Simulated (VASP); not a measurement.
Consider the following.

```yaml
crystal:
  lattice:
    - [4.21816, 0.00000, 0.00000]
    - [-2.10908, 3.65303, 0.00000]
    - [0.00000, 0.00000, 8.22706]
  atoms:
    - { symbol: Y, position: [0.33333, 0.66667, 0.01970] }
    - { symbol: Y, position: [0.66667, 0.33333, 0.51970] }
    - { symbol: Se, position: [0.33333, 0.66667, 0.35530] }
    - { symbol: Se, position: [0.66667, 0.33333, 0.85530] }
```

These are r2SCAN meta-GGA, VASP's PBE PAW potentials (set 64) (plane waves; VASP) values and carry that method's errors. Settings: 400 eV cut-off, 9×9×4 Γ-centred mesh, tetrahedra with Blöchl corrections, potentials Y_sv Se.

Question: Give the energies of bands 11 to 20 at the high-symmetry points, in eV from the Fermi level.

Answer: 
| band | Γ | M | K | A | L | H |
|---|---|---|---|---|---|---|
| 11 | -5.63 | -5.29 | -4.98 | -5.33 | -5.36 | -4.95 |
| 12 | -4.88 | -5.25 | -4.70 | -5.33 | -5.36 | -4.95 |
| 13 | -4.00 | -4.48 | -4.70 | -3.85 | -4.37 | -4.82 |
| 14 | -4.00 | -4.47 | -4.64 | -3.85 | -4.37 | -4.82 |
| 15 | -3.67 | -4.13 | -4.31 | -3.85 | -3.90 | -4.01 |
| 16 | -3.67 | -3.64 | -4.31 | -3.85 | -3.90 | -4.01 |
| 17 | -0.39 | -0.30 | 0.14 | 0.67 | -0.04 | 0.10 |
| 18 | 0.63 | -0.17 | 0.16 | 0.67 | -0.04 | 0.10 |
| 19 | 1.07 | 1.11 | 0.67 | 1.48 | 1.28 | 0.96 |
| 20 | 1.07 | 1.90 | 0.67 | 1.48 | 1.28 | 0.96 |

It has no gap at this level: it comes out as a metal or semimetal.

The structure was generated: YSe was put into the wurtzite type (P6_3mc), which need not be its known phase. It was relaxed first, which changed the volume by -31 %.
